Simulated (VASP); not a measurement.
Input for VASP

### KPOINTS
```
Automatic mesh
0
Gamma
7 7 7
0 0 0
```

**POSCAR**
```
AgI
1
    0.0000000000     3.1818510000     3.2218640000
    3.1754560000     0.0000000000     3.2218640000
    3.1754560000     3.1818510000     0.0000000000
Ag I
1 1
Direct
  0.0000000000   0.0000000000   0.0000000000
  0.2429660000   0.2570340000   0.2570340000
```

INCAR:
```
SYSTEM = AgI
PREC = Accurate
ENCUT = 400
EDIFF = 1E-6
NELM = 100
ALGO = Normal
LREAL = .FALSE.
LASPH = .TRUE.
ISMEAR = 0
SIGMA = 0.05
GGA = PE
LMAXMIX = 4
LWAVE = .FALSE.
LCHARG = .FALSE.
ISIF = 2
```

POTCAR, in this order: Ag I (PBE.64 set). Program: vasp_std.

Problem. Write an equivalent input for Quantum ESPRESSO's pw.x.

Solution. One equivalent input (not run):
```
&CONTROL
  calculation = 'scf'
  pseudo_dir = './pseudo'
  outdir = './out'
  tprnfor = .true.
  tstress = .true.
/
&SYSTEM
  ibrav = 0
  nat = 2
  ntyp = 2
  ecutwfc = 82
  occupations = 'smearing'
  smearing = 'gaussian'
  degauss = 0.003675
  input_dft = 'pbe'
/
&ELECTRONS
  conv_thr = 7.3e-08
  electron_maxstep = 100
/
ATOMIC_SPECIES
  Ag 107.868 Ag.upf
  I 126.904 I.upf
CELL_PARAMETERS angstrom
     0.0000000    3.1818510    3.2218640
     3.1754560    0.0000000    3.2218640
     3.1754560    3.1818510    0.0000000
ATOMIC_POSITIONS crystal
  Ag   0.0000000  0.0000000  0.0000000
  I    0.2429660  0.2570340  0.2570340
K_POINTS automatic
  7 7 7 0 0 0
```
Limits of the translation: the potentials are each code's own (VASP's PAW set, PseudoDojo norm-conserving files in pw.x), so ENCUT and ecutwfc are chosen apart and not converted; conv_thr bounds pw.x's estimated SCF error, while EDIFF bounds the energy change between steps.

The compound is AgI in the zinc blende structure, whereas wurtzite is the usual form. The cell was not relaxed at this level, atoms are displaced from their ideal sites.
